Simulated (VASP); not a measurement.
Here is the system:

```yaml
crystal:
  lattice:
    - [4.83093, 0.00000, 0.00000]
    - [0.00000, 4.83093, 0.00000]
    - [0.00000, 0.00000, 3.23971]
  atoms:
    - { symbol: Zn, position: [0.00000, 0.00000, 0.00000] }
    - { symbol: Zn, position: [0.50000, 0.50000, 0.50000] }
    - { symbol: F, position: [0.30263, 0.30263, 0.00000] }
    - { symbol: F, position: [0.80263, 0.19737, 0.50000] }
    - { symbol: F, position: [0.19737, 0.80263, 0.50000] }
    - { symbol: F, position: [0.69737, 0.69737, 0.00000] }
```

Calculation: vdW-DF2, VASP's PBE PAW potentials (set 64) (plane waves; VASP 6.6.1). Numerical set-up: 520 eV cut-off, 5×5×8 Γ-centred mesh, tetrahedra with Blöchl corrections, potentials Zn F.

The cores are frozen, which limits the accuracy of field gradients.

**Question.** Give the principal components of the electric field gradient (V/Å²) and the asymmetry η at each nucleus.

**Answer.** 
```json
[
 {"atom": "Zn1", "Vxx": "-12.7", "Vyy": "-9.5", "Vzz": "22.2", "η": "0.14"},
 {"atom": "Zn2", "Vxx": "-12.7", "Vyy": "-9.5", "Vzz": "22.2", "η": "0.14"},
 {"atom": "F3", "Vxx": "63.7", "Vyy": "26.8", "Vzz": "-90.5", "η": "0.41"},
 {"atom": "F4", "Vxx": "63.7", "Vyy": "26.8", "Vzz": "-90.5", "η": "0.41"},
 {"atom": "F5", "Vxx": "63.7", "Vyy": "26.8", "Vzz": "-90.5", "η": "0.41"},
 {"atom": "F6", "Vxx": "63.7", "Vyy": "26.8", "Vzz": "-90.5", "η": "0.41"}
]
```

The compound is ZnF2 in the rutile structure. It was relaxed first, which changed the volume by +9 %.
